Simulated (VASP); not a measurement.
The system is ScAl3.

```xyz
4
Lattice="4.1053 0.0000 0.0000 0.0000 4.1053 0.0000 0.0000 0.0000 4.1053" Properties=species:S:1:pos:R:3 pbc="T T T"
Sc    0.0000    0.0000    0.0000
Al    2.0527    0.0000    2.0527
Al    0.0000    2.0527    2.0527
Al    2.0527    2.0527    0.0000
```

The cell is a database's computed one.

* Program: VASP 6.6.1
* Task: relaxation of cell and atoms
* Functional: LDA
* Potentials or basis: VASP PAW LDA potentials, release 64 (Sc_sv, Al)
* Cutoff: 600 eV
* k mesh: 10 × 10 × 10
* Occupations: gaussian, width 0.1 eV
* Spin: no spin polarisation

At the start: pressure -4.6 GPa; volume 17.30 Å³/atom.

Problem. Where does the relaxation end?

Solution. Over 3 steps the energy falls by 13.3 meV/atom and the volume is 16.41 Å³/atom (-5.1 %); space group Pm-3m (No. 221, to 0.05 Å).

The path:
```tsv
step	energy change (eV)	largest force (eV/Å)	pressure (GPa)	volume (Å³)
1	0.0000	0.0000	-4.58	69.19
2	-0.0453	0.0000	1.98	64.36
3	-0.0531	0.0000	0.00	65.63
```

Final structure:
```
Sc Al
1.0
     4.03376    0.00000    0.00000
     0.00000    4.03376    0.00000
     0.00000    0.00000    4.03376
Sc Al
1 3
Cartesian
  0.0000 0.0000 0.0000
  2.0169 0.0000 2.0169
  0.0000 2.0169 2.0169
  2.0169 2.0169 0.0000
```
